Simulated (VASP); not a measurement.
## AuIr$_{3}$ (ordered alloy cell): computed properties

All values below come from PBEsol GGA, VASP's PBE PAW potentials (set 64) (plane waves; VASP 6.6.1).

```json
{
  "space_group": "Cmmm (65)",
  "cell": "a = 5.514 Å, b = 7.758 Å, c = 2.754 Å, α = β = γ = 90.00°",
  "volume_per_atom": "14.73 Å³/atom",
  "band gap (over mesh and band path)": "none (metal, semimetal or under 0.01 eV)",
  "density": "21.81 g/cm³"
}
```

```
CELL_PARAMETERS angstrom
     -0.00224     3.89683     3.87883
      3.89683    -0.00224     3.87883
      1.94729     1.94729     0.00000
ATOMIC_POSITIONS crystal
  Ir 0.00000 0.00000 0.00000
  Ir 0.00000 0.50000 0.00000
  Ir 0.50000 0.00000 0.00000
  Au 0.50000 0.50000 0.00000
```

Unless said otherwise, spin-orbit coupling is left out, though it shifts the bands of the heavy elements here.

The structure was generated: AuIr3 was put into an ordered model structure (Cmmm), which need not be its known phase. It was relaxed first. Symmetry was kept, so distortions that lower it aren't found.
